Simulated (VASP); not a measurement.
Data:

```
LiBr
1.0
    0.00000     2.75216     2.75216
    2.75216     0.00000     2.75216
    2.75216     2.75216     0.00000
Li Br
1 1
Direct
  0.00000   0.00000   0.00000
  0.50000   0.50000   0.50000
```

Computed with PBE GGA, VASP's PBE PAW potentials (set 64) (plane waves; VASP 6.6.1). Settings: 520 eV cut-off, 8×8×8 Γ-centred mesh, Gaussian smearing of 0.010 eV, potentials Li_sv Br.

Problem. Give the electronic dielectric tensor ε∞ (DFPT, local fields included).

Solution. 
```
3.42  0.00  0.00
0.00  3.42  0.00
0.00  0.00  3.42
```

Problem. Give the Born effective charges.

Solution. 
```tsv
atom	Z*xx	Z*yy	Z*zz	mean
Li1	1.24	1.24	1.24	1.24
Br2	-1.24	-1.24	-1.24	-1.24
```

Problem. And the static tensor with the ions free?

Solution. 
```
17.1  0.00  0.00
0.00  17.1  0.00
0.00  0.00  17.1
```

Problem. Which frequencies do the optical Γ-point modes have (no LO-TO splitting)?

Solution. 144 (×3) cm⁻¹.

The compound is LiBr in the rock salt structure. It was relaxed first.
